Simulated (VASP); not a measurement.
Crystal: Cu.

```
Cu
1.0
     0.00000    1.80750    1.80750
     1.80750    0.00000    1.80750
     1.80750    1.80750    0.00000
Cu
1
Direct
  0.00000 0.00000 0.00000
```

| Property | Result |
| --- | --- |
| Program | VASP 6.6.1 |
| Task | relaxation of cell and atoms |
| Functional | r2SCAN |
| Potentials or basis | VASP PAW PBE potentials, release 64 (Cu) |
| Cutoff | 520 eV |
| k mesh | 20 × 20 × 20 |
| Occupations | gaussian, width 0.1 eV |
| Spin | no spin polarisation |

At the start: pressure -4.2 GPa; volume 11.81 Å³/atom.

Task: How do energy, volume and symmetry change on relaxing?

Result: Over 5 steps the energy falls by 4.2 meV/atom and the volume is 11.49 Å³/atom (-2.7 %); space group Fm-3m (No. 225, to 0.05 Å).

Step by step:
```csv
step,energy change (eV),largest force (eV/Å),pressure (GPa),volume (Å³)
1,0.0000,0.0000,-4.17,11.81
2,-0.0024,0.0000,2.85,11.29
3,-0.0042,0.0000,-0.19,11.50
4,-0.0042,0.0000,0.08,11.48
5,-0.0042,0.0000,-0.02,11.49
```

Final structure:
```xyz
1
Lattice="0.0000 1.7910 1.7910 1.7910 0.0000 1.7910 1.7910 1.7910 0.0000" Properties=species:S:1:pos:R:3 pbc="T T T"
Cu    0.0000    0.0000    0.0000
```

Caveat: the PAW data sets were made with another functional, which shifts forces and pressure a little.
